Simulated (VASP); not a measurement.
Data:

```
CELL_PARAMETERS angstrom
      1.45100    -2.51320     0.00000
      1.45100     2.51320     0.00000
      0.00000     0.00000     4.59990
ATOMIC_POSITIONS crystal
  Ti 0.33333 0.66667 0.25000
  Ti 0.66667 0.33333 0.75000
```

The numbers are results of vdW-DF-cx, VASP's PBE PAW potentials (set 64) (plane waves; VASP), not measurements. Run with 520 eV cut-off, 13×13×7 Γ-centred mesh, first-order Methfessel-Paxton smearing of 0.10 eV, potentials Ti_sv.

Predict the energy per atom (σ→0), band gap (on the k-mesh) with the smallest direct gap where there is one.

```json
{
  "band gap (on the k-mesh)": "none (metal, semimetal or under 0.01 eV)",
  "energy per atom (σ→0)": "-5.172 eV/atom"
}
```

The absolute energy has meaning only against runs of the same code, potentials and settings.

The compound is Ti in the hcp structure. It was relaxed first. The start is the result of an earlier pass.
